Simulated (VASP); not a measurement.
Data:

```xyz
3
Lattice="0.0000 2.3866 2.3866 2.3866 0.0000 2.3866 2.3866 2.3866 0.0000" Properties=species:S:1:pos:R:3 pbc="T T T"
Li     1.1933     1.1933     1.1933
Li     3.5799     3.5799     3.5799
O      0.0000     0.0000     0.0000
```

These are revPBE GGA, VASP's PBE PAW potentials (set 64) (plane waves; VASP) values and carry that method's errors. Settings: 520 eV cut-off, 8×8×8 Γ-centred mesh, Gaussian smearing of 0.050 eV, potentials Li_sv O.

**Question.** What does the run give for the energy per atom (σ→0), pressure, band gap (on the k-mesh) with the smallest direct gap where there is one?

**Answer.** 
```yaml
band gap (on the k-mesh): 4.66 eV
smallest direct gap (on the k-mesh): 4.66 eV
energy per atom (σ→0): -4.553 eV/atom
pressure: -3.80 GPa
```

The compound is Li2O in the antifluorite structure. This cell is one point of a volume scan, at 1.06 of the reference volume.
